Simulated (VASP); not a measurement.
```yaml
crystal:
  lattice:
    - [0.00000, 2.01060, 2.01060]
    - [2.01060, 0.00000, 2.01060]
    - [2.01060, 2.01060, 0.00000]
  atoms:
    - { symbol: Li, position: [0.00000, 0.00000, 0.00000] }
    - { symbol: F, position: [0.50000, 0.50000, 0.50000] }
```

Computed with optB88-vdW, VASP's PBE PAW potentials (set 64) (plane waves; VASP). Settings: 520 eV cut-off, Gaussian smearing of 0.050 eV, potentials Li_sv F.

Question: Predict the band gap (along the path) with the smallest direct gap where there is one.

Answer: 
The band gap (along the path) is 9.30 eV and the smallest direct gap (along the path) is 9.30 eV.

The compound is LiF in the rock salt structure. It was relaxed first.
